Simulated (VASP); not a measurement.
## TiC: single point with PBE

The system is TiC.

```
Ti C
1.0
     0.00000    2.15930    2.15930
     2.15930    0.00000    2.15930
     2.15930    2.15930    0.00000
Ti C
1 1
Cartesian
  0.0000 0.0000 0.0000
  2.1593 2.1593 2.1593
```

| Item | Value |
| --- | --- |
| Program | VASP 6.6.1 |
| Task | single point |
| Functional | PBE |
| Potentials or basis | VASP PAW PBE potentials, release 64 (Ti_sv, C) |
| Cutoff | 600 eV |
| k mesh | 12 × 12 × 12 |
| Occupations | gaussian, width 0.1 eV |
| Spin | no spin polarisation |

The pressure is 2.6 GPa and the band gap on the k mesh is none (metal or under the smearing width).

Levels at points of the mesh, in eV from the Fermi level:
```csv
k point,band 4,band 5,band 6,band 7,band 8,band 9,band 10,band 11,band 12
"(0.00, 0.00, 0.00)",-32.63,-12.48,0.65,0.65,0.65,1.64,1.64,1.64,1.69
"(0.50, 0.00, 0.00)",-32.68,-8.96,-5.92,-2.97,-2.97,2.90,2.90,4.10,8.22
"(0.50, 0.50, 0.00)",-32.80,-10.19,-3.48,-1.69,-0.07,-0.07,2.69,3.51,3.51
```

Run time: 25 s on 1 thread of Intel(R) Xeon(R) 6975P-C (Granite Rapids), on a shared host, peak memory 0.15 GiB.
